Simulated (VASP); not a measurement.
An input for Ansatz (written as the equivalent of a VASP run, and not itself run):

Ansatz 0.2 input:
```yaml
crystal:
  lattice:
    - [0.0000000, 2.4195481, 2.4195481]
    - [2.4195481, 0.0000000, 2.4195481]
    - [2.4195481, 2.4195481, 0.0000000]
  atoms:
    - { symbol: Ca, position: [0.0000000, 0.0000000, 0.0000000] }
    - { symbol: O, position: [0.5000000, 0.5000000, 0.5000000] }
kpoints:
  mp_grid: { grid: [9, 9, 9] }
hamiltonian:
  xc: pbe
  pseudopotentials: { kind: paw }
scf:
  occupations: { method: gaussian, width: 0.05 }
  max_iter: 100
output: { forces: true, stress: true, eigenvalues: true }
```

Q: Write the VASP files for the same calculation (PBE).

A: One answer among several that fit: 
### INCAR
```
# general
SYSTEM=CaO
PREC  =Accurate
ENCUT =520
LREAL =.FALSE.
LASPH =.TRUE.

# electronic loop
EDIFF =1E-6
NELM  =100
ALGO  =Normal

# smearing
ISMEAR=0
SIGMA =0.05

# functional
GGA   =PE

# output
LWAVE =.FALSE.
LCHARG=.TRUE.
```

### POSCAR
```
CaO
4.8390960
  0.0000000000   0.5000000248   0.5000000248
  0.5000000248   0.0000000000   0.5000000248
  0.5000000248   0.5000000248   0.0000000000
Ca O
1 1
Cart
  0.0000000000   0.0000000000   0.0000000000
  0.5000000248   0.5000000248   0.5000000248
```

KPOINTS:
```
Automatic
0
G
 9 9 9
0 0 0
```

POTCAR, in this order: Ca_sv O (PBE.64 set). Program: vasp_std.

Limits of the translation: each code has its own PAW files, so the cut-off isn't converted (ENCUT is set for VASP's; basis.ecutwfc is left out, and Ansatz then takes the one that its files recommend); Ansatz stops its SCF on the density residual and VASP on the energy change (EDIFF).

The compound is CaO in the rock salt structure. It was relaxed first.
